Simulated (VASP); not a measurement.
A run of VASP 6.6.1 is set up as follows.

INCAR

```
  PREC = Accurate
  ENCUT = 520
  EDIFF = 1E-7
  ISMEAR = -1
  SIGMA = 0.05
  LREAL = F
  LASPH = T
  NELM = 120
  ALGO = Normal
  ISIF = 2
  LWAVE = F
  LCHARG = T
  ISPIN = 2
  MAGMOM = 0 0 0 0 1 0 0 0 0 0 0 0 0 0 0 0
  LORBIT = 11
  LMAXMIX = 4
  GGA = PE
  IVDW = 2
  LVHAR = T
  KPAR = 4
```

The input KPOINTS:

```
Automatic mesh
0
Gamma
  6 5 4
```

The input POSCAR:

```
Ta4NiO11
1.0
    4.7708900000      0.0000000000      0.0051300000
    0.0000000000      5.8245400000      0.0000000000
   -1.9862800000      0.0000000000      7.2505100000
Ta Ni O
4 1 11
Direct
    0.6133900000      0.5000000000      0.7604200000
    0.3866100000      0.5000000000      0.2395800000
    0.1661500000      0.0000000000      0.7987500000
    0.8338500000      0.0000000000      0.2012500000
    0.5000000000      0.0000000000      0.5000000000
    0.3327800000      0.7991300000      0.6505300000
    0.6672200000      0.7991300000      0.3494700000
    0.9004700000      0.2578600000      0.8071800000
    0.0995300000      0.2578600000      0.1928200000
    0.6672200000      0.2008700000      0.3494700000
    0.3327800000      0.2008700000      0.6505300000
    0.0995300000      0.7421400000      0.1928200000
    0.9004700000      0.7421400000      0.8071800000
    0.5000000000      0.5000000000      0.0000000000
    0.5000000000      0.0000000000      0.0000000000
    0.5000000000      0.5000000000      0.5000000000
```

Potentials or basis: VASP PAW PBE potentials, release 64 (Ta_pv, Ni, O).

The run is started by

```sh
$ cat potpaw_PBE.64/Ta_pv/POTCAR potpaw_PBE.64/Ni/POTCAR potpaw_PBE.64/O/POTCAR > POTCAR
$ mpirun -np 4 vasp_std > vasp.out
```

**Question.** What does it give for the Hirshfeld charges?

**Answer.** Ta +0.88, +0.84; Ni +0.31; O -0.33, -0.35, -0.37, -0.32 e.

**Question.** Estimate the dispersion energy per atom.

**Answer.** -0.242 eV.

**Question.** Predict the largest force.

**Answer.** 0.163 eV/Å.

Stress tensor (GPa, compression positive):
```
-1.58  0.00 -0.30
 0.00 -0.20  0.00
-0.30  0.00 -0.97
```
